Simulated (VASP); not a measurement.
Computed with SCAN meta-GGA, VASP's PBE PAW potentials (set 64) (plane waves; VASP).

VASP input:

### KPOINTS
```
Automatic mesh
0
Gamma
14 14 14
0 0 0
```

### POSCAR
```
Ta
1
   -1.6500000000     1.6500000000     1.6500000000
    1.6500000000    -1.6500000000     1.6500000000
    1.6500000000     1.6500000000    -1.6500000000
Ta
1
Direct
  0.0000000000   0.0000000000   0.0000000000
```

INCAR:
```
SYSTEM = Ta
PREC = Accurate
ENCUT = 520
EDIFF = 1E-6
NELM = 100
ALGO = Normal
LREAL = .FALSE.
LASPH = .TRUE.
ISMEAR = 1
SIGMA = 0.1
METAGGA = SCAN
LMIXTAU = .TRUE.
LMAXMIX = 6
LWAVE = .FALSE.
LCHARG = .FALSE.
IBRION = 2
ISIF = 3
NSW = 60
EDIFFG = -0.01
```

POTCAR, in this order: Ta_pv (PBE.64 set). Program: vasp_std.

Output of the run:

OSZICAR:
```
       N       E                     dE             d eps       ncg     rms          rms(c)
DAV:   1    -0.922436926657E+01   -0.92244E+01   -0.66960E+03  1880   0.120E+03
DAV:   2    -0.696368306268E+02   -0.60412E+02   -0.59659E+02  2408   0.256E+02
DAV:   3    -0.703671508612E+02   -0.73032E+00   -0.70343E+00  2148   0.282E+01
DAV:   4    -0.703735642647E+02   -0.64134E-02   -0.64059E-02  2171   0.188E+00
DAV:   5    -0.703736187120E+02   -0.54447E-04   -0.54445E-04  2099   0.139E-01    0.152E+01
DAV:   6    -0.661363320292E+02    0.42373E+01   -0.19139E+00  1951   0.202E+01    0.596E+00
DAV:   7    -0.670342012752E+02   -0.89787E+00   -0.18653E-01  1950   0.704E+00    0.162E+00
DAV:   8    -0.664868117597E+02    0.54739E+00   -0.31949E-01  1910   0.872E+00    0.338E-01
DAV:   9    -0.665945832968E+02   -0.10777E+00   -0.11274E-01  1877   0.432E+00    0.430E-01
DAV:  10    -0.666806006428E+02   -0.86017E-01   -0.16552E-01  1873   0.442E+00    0.315E-01
DAV:  11    -0.666173043630E+02    0.63296E-01   -0.19630E-01  1873   0.480E+00    0.198E-01
DAV:  12    -0.666182266972E+02   -0.92233E-03   -0.15985E-02  1909   0.158E+00    0.221E-01
DAV:  13    -0.666169418463E+02    0.12849E-02   -0.43356E-03  1897   0.860E-01    0.168E-01
DAV:  14    -0.666179440261E+02   -0.10022E-02   -0.82171E-03  1876   0.118E+00    0.158E-01
DAV:  15    -0.666162086677E+02    0.17354E-02   -0.34114E-03  1876   0.761E-01    0.113E-01
DAV:  16    -0.666162114034E+02   -0.27357E-05   -0.60839E-05  2114   0.102E-01    0.111E-01
DAV:  17    -0.666160818421E+02    0.12956E-03   -0.97950E-05  1886   0.153E-01    0.881E-02
DAV:  18    -0.666159357145E+02    0.14613E-03   -0.66853E-04  1893   0.395E-01    0.247E-02
DAV:  19    -0.666158725473E+02    0.63167E-04   -0.11574E-04  1940   0.170E-01    0.162E-02
DAV:  20    -0.666158799842E+02   -0.74369E-05   -0.18380E-05  1899   0.674E-02    0.199E-02
DAV:  21    -0.666158720687E+02    0.79154E-05   -0.86596E-06  1885   0.471E-02    0.142E-02
DAV:  22    -0.666158613303E+02    0.10738E-04   -0.16797E-05  1894   0.588E-02    0.489E-03
DAV:  23    -0.666158619536E+02   -0.62323E-06   -0.10060E-06  1032   0.160E-02
   1 F= -.66615862E+02 E0= -.66615860E+02  d E =-.666159E+02
       N       E                     dE             d eps       ncg     rms          rms(c)
DAV:   1    -0.669661179390E+02   -0.35026E+00   -0.11325E+01  1907   0.491E+01    0.556E+00
DAV:   2    -0.666804520687E+02    0.28567E+00   -0.71980E-01  1894   0.116E+01    0.198E+00
DAV:   3    -0.666151637412E+02    0.65288E-01   -0.68735E-01  1927   0.107E+01    0.106E+00
DAV:   4    -0.665901189984E+02    0.25045E-01   -0.11898E-01  1872   0.608E+00    0.586E-01
DAV:   5    -0.666296745849E+02   -0.39556E-01   -0.60865E-02  1885   0.420E+00    0.259E-01
DAV:   6    -0.665901824518E+02    0.39492E-01   -0.46983E-02  1872   0.364E+00    0.391E-02
DAV:   7    -0.665895429834E+02    0.63947E-03   -0.73707E-03  1891   0.120E+00    0.561E-02
DAV:   8    -0.665898990673E+02   -0.35608E-03   -0.22900E-03  1890   0.819E-01    0.536E-02
DAV:   9    -0.665901278032E+02   -0.22874E-03   -0.48572E-03  1885   0.126E+00    0.431E-02
DAV:  10    -0.665894828815E+02    0.64492E-03   -0.14648E-03  1886   0.626E-01    0.292E-02
DAV:  11    -0.665894382356E+02    0.44646E-04   -0.39880E-05  1942   0.120E-01    0.251E-02
DAV:  12    -0.665893862938E+02    0.51942E-04   -0.16467E-04  1902   0.179E-01    0.338E-03
DAV:  13    -0.665893831689E+02    0.31249E-05   -0.11418E-05  1900   0.487E-02    0.819E-04
DAV:  14    -0.665893839464E+02   -0.77749E-06   -0.44955E-07  1001   0.115E-02
   2 F= -.66589384E+02 E0= -.66589271E+02  d E =0.264780E-01
       N       E                     dE             d eps       ncg     rms          rms(c)
DAV:   1    -0.668017111001E+02   -0.21233E+00   -0.58952E+00  1928   0.369E+01    0.383E+00
DAV:   2    -0.666772610927E+02    0.12445E+00   -0.38910E-01  1901   0.823E+00    0.141E+00
DAV:   3    -0.666507800279E+02    0.26481E-01   -0.54345E-01  1888   0.914E+00    0.765E-01
DAV:   4    -0.666219395541E+02    0.28840E-01   -0.12786E-01  1878   0.452E+00    0.399E-01
DAV:   5    -0.666350407406E+02   -0.13101E-01   -0.28602E-02  1881   0.265E+00    0.138E-01
DAV:   6    -0.666223507125E+02    0.12690E-01   -0.50893E-02  1872   0.316E+00    0.107E-01
DAV:   7    -0.666215406541E+02    0.81006E-03   -0.36688E-03  1890   0.896E-01    0.378E-02
DAV:   8    -0.666215865191E+02   -0.45865E-04   -0.61961E-05  2198   0.121E-01    0.450E-02
DAV:   9    -0.666214623453E+02    0.12417E-03   -0.40959E-04  1894   0.331E-01    0.253E-02
DAV:  10    -0.666214714154E+02   -0.90701E-05   -0.44992E-04  1898   0.275E-01    0.217E-02
DAV:  11    -0.666214319489E+02    0.39466E-04   -0.72751E-05  1878   0.128E-01    0.159E-02
DAV:  12    -0.666214210266E+02    0.10922E-04   -0.10777E-04  1903   0.143E-01    0.789E-03
DAV:  13    -0.666214222678E+02   -0.12412E-05   -0.44231E-05  1896   0.913E-02    0.163E-03
DAV:  14    -0.666214188045E+02    0.34634E-05   -0.28934E-06  1890   0.285E-02    0.110E-03
DAV:  15    -0.666214186804E+02    0.12407E-06   -0.68135E-07   948   0.126E-02
   3 F= -.66621419E+02 E0= -.66621360E+02  d E =-.555673E-02
```

**OUTCAR**
```
------------------------ aborting loop because EDIFF is reached ----------------------------------------
  FORCE on cell =-STRESS in cart. coord.  units (eV):
  Direction    XX          YY          ZZ          XY          YZ          ZX
  --------------------------------------------------------------------------------------
  Total       -0.0072298     -0.0072298     -0.0072298      0.0000000     -0.0000000      0.0000000
  in kB       -0.6587580     -0.6587580     -0.6587580      0.0000000     -0.0000000      0.0000000
  external PRESSURE =      -0.6587580 kB  Pullay stress =       0.0000000 kB
  volume of cell :       17.58
      direct lattice vectors                 reciprocal lattice vectors
    -1.638133942  1.638133942  1.638133942     0.000000000  0.305225346  0.305225346
     1.638133942 -1.638133942  1.638133942     0.305225346  0.000000000  0.305225346
     1.638133942  1.638133942 -1.638133942     0.305225346  0.305225346  0.000000000
 POSITION                                       TOTAL-FORCE (eV/Angst)
 -----------------------------------------------------------------------------------
      0.00000     -0.00000      0.00000         0.000000     -0.000000     -0.000000
 -----------------------------------------------------------------------------------
    total drift:                                0.000000      0.000000     -0.000000
  FREE ENERGIE OF THE ION-ELECTRON SYSTEM (eV)
  ---------------------------------------------------
  free  energy   TOTEN  =       -66.6214186804 eV

  energy  without entropy=      -66.6212430375  energy(sigma->0) =      -66.62136013

 reached required accuracy - stopping structural energy minimisation
```
(Selected blocks of OUTCAR.)

### CONTCAR
```
Ta
   1.00000000000000
    -1.6381339423034444    1.6381339423034444    1.6381339423034444
     1.6381339423034444   -1.6381339423034444    1.6381339423034444
     1.6381339423034444    1.6381339423034444   -1.6381339423034444
  Ta
     1
Direct
     0.0000000000000000    0.0000000000000000    0.0000000000000000
```

OUTCAR:
```
 val. band max:        5.3254823274   @ k =  -0.2857   0.2857   0.1429

 cond. band min:       5.3502878582   @ k =  -0.3571   0.3571   0.0714


 Fermi energy:         5.3262119424

 k-point     1 :       0.0000    0.0000    0.0000
  band No.  band energies     occupation
      1     -27.8855      2.00000
      2     -27.8852      2.00000
      3     -27.8852      2.00000
      4      -3.1990      2.00000
      5       6.0639     -0.00000
      6       6.0639     -0.00000
      7       6.0639     -0.00000
      8       9.7392      0.00000
      9       9.7397      0.00000

 k-point     2 :       0.0714    0.0000    0.0000
  band No.  band energies     occupation
      1     -27.9630      2.00000
      2     -27.9087      2.00000
      3     -27.8858      2.00000
      4      -2.9494      2.00000
      5       5.9064     -0.00000
      6       6.0196     -0.00000
      7       6.3073     -0.00000
      8       9.4866      0.00000
      9       9.7397      0.00000

 k-point     3 :       0.1429    0.0000    0.0000
  band No.  band energies     occupation
      1     -28.1758      2.00000
      2     -27.9741      2.00000
      3     -27.8871      2.00000
      4      -2.2468      2.00000
      5       5.4945     -0.03857
      6       5.8148     -0.00000
      7       7.0249     -0.00000
      8       9.0695      0.00000
      9       9.7627      0.00000

 k-point     4 :       0.2143    0.0000    0.0000
  band No.  band energies     occupation
      1     -28.4720      2.00000
      2     -28.0671      2.00000
      3     -27.8890      2.00000
      4      -1.2405      2.00000
      5       4.9609      2.00000
      6       5.4288     -0.05530
      7       8.1773      0.00000
      8       8.9743      0.00000
      9       9.8537      0.00000

 k-point     5 :       0.2857    0.0000    0.0000
  band No.  band energies     occupation
      1     -28.7865      2.00000
      2     -28.1686      2.00000
      3     -27.8912      2.00000
...
```

Energy and stress use the plane-wave basis of the starting cell. Unless said otherwise, spin-orbit coupling is left out, though it shifts the bands of the heavy elements here.

The compound is Ta in the bcc structure. This run relaxes it. Symmetry was kept, so distortions that lower it aren't found.
